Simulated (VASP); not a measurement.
Calculation: r2SCAN meta-GGA, VASP's PBE PAW potentials (set 64) (plane waves; VASP).

The input files of a VASP run:

**POSCAR**
```
Y2C(NO)2
8.1833990
  0.4530188138   0.0000000000   0.0000000000
 -0.2265094069   0.3923257632   0.0000000000
  0.0000000000   0.0000000000   0.9999999593
Y C N O
2 1 2 2
Direct
  0.3333330000   0.6666670000   0.6774637571
  0.6666670000   0.3333330000   0.3225362429
  1.0000000000   1.0000000000   0.0000000000
  1.0000000000   0.0000000000   0.1502265177
  1.0000000000   0.0000000000   0.8497734823
  0.3333330000   0.6666670000   0.3967147790
  0.6666670000   0.3333330000   0.6032852210
```

**KPOINTS**
```
K-points
0
gamma
 9 9 4
```

INCAR:
```
SYSTEM = Y2C(NO)2
PREC = Accurate
ENCUT = 520
EDIFF = 1E-7
NELM = 100
ALGO = Normal
LREAL = .FALSE.
LASPH = .TRUE.
ISMEAR = 0
SIGMA = 0.01
METAGGA = R2SCAN
LMIXTAU = .TRUE.
LMAXMIX = 4
LWAVE = .FALSE.
LCHARG = .FALSE.
LOPTICS = .TRUE.
LPEAD = .TRUE.
NBANDS = 84
NEDOS = 1001
CSHIFT = 0.1
```

POTCAR, in this order: Y_sv C N O (PBE.64 set). Program: vasp_std.

What VASP printed:

OUTCAR:
```
 ion  position               nearest neighbor table
   1  0.333  0.667  0.677-   7 2.22   7 2.22   7 2.22   6 2.30   5 2.56   5 2.56   5 2.56   2 3.61
                             2 3.61   2 3.61
   2  0.667  0.333  0.323-   6 2.22   6 2.22   6 2.22   7 2.30   4 2.56   4 2.56   4 2.56   1 3.61
                             1 3.61   1 3.61
   3  0.000  0.000  0.000-   4 1.23   5 1.23
   4  0.000  0.000  0.150-   3 1.23   2 2.56   2 2.56   2 2.56
   5  0.000  0.000  0.850-   3 1.23   1 2.56   1 2.56   1 2.56
   6  0.333  0.667  0.397-   2 2.22   2 2.22   2 2.22   1 2.30
   7  0.667  0.333  0.603-   1 2.22   1 2.22   1 2.22   2 2.30
  LATTYP: Found a hexagonal cell.
 ALAT       =     3.7072337081
 C/A-ratio  =     2.2074137514
 Subroutine PRICEL returns:
 Original cell was already a primitive cell.
 Subroutine GETGRP returns: Found 12 space group operations
The static configuration has the point symmetry D_3d.
The dynamic configuration has the point symmetry D_3d.
 Subroutine INISYM returns: Found 12 space group operations
 Subroutine IBZKPT returns following result:
 Found     43 irreducible k-points:

 Following reciprocal coordinates:
            Coordinates               Weight
  0.000000  0.000000  0.000000      1.000000
  0.111111 -0.000000  0.000000      6.000000
  0.222222 -0.000000  0.000000      6.000000
  0.333333 -0.000000  0.000000      6.000000
  0.444444 -0.000000  0.000000      6.000000
  0.111111  0.111111  0.000000      6.000000
  0.222222  0.111111  0.000000     12.000000
  0.333333  0.111111  0.000000     12.000000
  0.444444  0.111111  0.000000      6.000000
  0.222222  0.222222  0.000000      6.000000
  0.333333  0.222222  0.000000     12.000000
  0.333333  0.333333  0.000000      2.000000
  0.000000  0.000000  0.250000      2.000000
  0.111111 -0.000000  0.250000      6.000000
  0.000000  0.111111  0.250000      6.000000
  0.222222 -0.000000  0.250000      6.000000
...
```

**OSZICAR**
```
       N       E                     dE             d eps       ncg     rms          rms(c)
DAV:   1     0.235938161304E+03    0.23594E+03   -0.20317E+04  7224   0.576E+02
DAV:   2    -0.101849401248E+03   -0.33779E+03   -0.31775E+03  8280   0.197E+02
DAV:   3    -0.122156347577E+03   -0.20307E+02   -0.19271E+02 11816   0.376E+01
DAV:   4    -0.122844217194E+03   -0.68787E+00   -0.68581E+00  8664   0.626E+00
DAV:   5    -0.122847083220E+03   -0.28660E-02   -0.28659E-02  8540   0.411E-01    0.489E+01
DAV:   6    -0.104730685905E+03    0.18116E+02   -0.32256E+00  8220   0.125E+01    0.401E+01
DAV:   7    -0.969654279850E+02    0.77653E+01   -0.28238E+00  8124   0.571E+00    0.194E+01
DAV:   8    -0.102565846235E+03   -0.56004E+01   -0.13761E+00  7928   0.432E+00    0.641E+00
DAV:   9    -0.964202749383E+02    0.61456E+01   -0.77414E-01  7504   0.354E+00    0.213E+00
DAV:  10    -0.976272022527E+02   -0.12069E+01   -0.30567E-01  7432   0.200E+00    0.640E-01
DAV:  11    -0.976248299884E+02    0.23723E-02   -0.18571E-02  7504   0.504E-01    0.441E-01
DAV:  12    -0.977209628811E+02   -0.96133E-01   -0.14039E-02  7576   0.454E-01    0.223E-01
DAV:  13    -0.977391450868E+02   -0.18182E-01   -0.69117E-03  7864   0.336E-01    0.162E-01
DAV:  14    -0.977424129854E+02   -0.32679E-02   -0.66048E-04  7912   0.897E-02    0.402E-02
DAV:  15    -0.977424990188E+02   -0.86033E-04   -0.44571E-04  7756   0.800E-02    0.359E-02
DAV:  16    -0.977426181150E+02   -0.11910E-03   -0.18790E-05  8228   0.133E-02    0.216E-02
DAV:  17    -0.977430273890E+02   -0.40927E-03   -0.93266E-05  7632   0.373E-02    0.134E-02
DAV:  18    -0.977430433292E+02   -0.15940E-04   -0.84931E-06  8428   0.117E-02    0.529E-03
DAV:  19    -0.977430408957E+02    0.24335E-05   -0.29975E-06  7564   0.741E-03    0.249E-03
DAV:  20    -0.977430423349E+02   -0.14391E-05   -0.25489E-07  8168   0.183E-03    0.116E-03
DAV:  21    -0.977430412440E+02    0.10908E-05   -0.47034E-08  6640   0.827E-04    0.617E-04
DAV:  22    -0.977430418000E+02   -0.55595E-06   -0.91292E-09  6256   0.370E-04    0.379E-04
DAV:  23    -0.977430416792E+02    0.12075E-06   -0.24900E-08  6572   0.626E-04    0.342E-04
DAV:  24    -0.977430420641E+02   -0.38486E-06   -0.45615E-09  4256   0.265E-04    0.114E-04
DAV:  25    -0.977430420402E+02    0.23911E-07   -0.10340E-09  4088   0.133E-04
   1 F= -.97743042E+02 E0= -.97743042E+02  d E =-.221003E-21
 imaginary and real dielectric function
```

OUTCAR:
```
------------------------ aborting loop because EDIFF is reached ----------------------------------------
  FORCE on cell =-STRESS in cart. coord.  units (eV):
  Direction    XX          YY          ZZ          XY          YZ          ZX
  --------------------------------------------------------------------------------------
  Total       -0.0009730     -0.0009730      0.0569471     -0.0000000     -0.0000000      0.0000000
  in kB       -0.0160057     -0.0160057      0.9367383     -0.0000000     -0.0000000      0.0000000
  external PRESSURE =       0.3015756 kB  Pullay stress =       0.0000000 kB
  volume of cell :       97.40
      direct lattice vectors                 reciprocal lattice vectors
     3.707233708  0.000000000  0.000000000     0.269742908  0.155736155  0.000000000
    -1.853616854  3.210558259  0.000000000     0.000000000  0.311472311  0.000000000
     0.000000000  0.000000000  8.183398667     0.000000000  0.000000000  0.122198617
 POSITION                                       TOTAL-FORCE (eV/Angst)
 -----------------------------------------------------------------------------------
     -0.00000      2.14037      5.54396         0.000000      0.000000     -0.001200
      1.85362      1.07019      2.63944        -0.000000      0.000000      0.001200
      0.00000      0.00000      0.00000         0.000000      0.000000      0.000000
      0.00000      0.00000      1.22936         0.000000      0.000000     -0.003709
      0.00000      0.00000      6.95404         0.000000     -0.000000      0.003709
     -0.00000      2.14037      3.24648        -0.000000      0.000000     -0.006797
      1.85362      1.07019      4.93692         0.000000      0.000000      0.006797
 -----------------------------------------------------------------------------------
    total drift:                                0.000000      0.000000      0.000000
  FREE ENERGIE OF THE ION-ELECTRON SYSTEM (eV)
  ---------------------------------------------------
  free  energy   TOTEN  =       -97.7430420402 eV

  energy  without entropy=      -97.7430420402  energy(sigma->0) =      -97.74304204

 plasma frequency squared (from intraband transitions) (eV^2)
  --------------------------------------------------------------------------------------
       0.000       0.000       0.000
       0.000       0.000       0.000
       0.000       0.000       0.000

 plasma frequency squared (from interband transitions, int dw w eps(2)(w)) (eV^2)
  --------------------------------------------------------------------------------------
     532.750       0.000       0.000       0.000       0.000      -0.000
       0.000      -0.000     532.750       0.000       0.000       0.000
       0.000       0.000       0.000      -0.000     559.481       0.000
```
(Selected blocks of OUTCAR.)

The structure comes from a computed database's Y2CN2O2 entry (P-3m1); how it stands against other phases isn't given here. It was relaxed first.
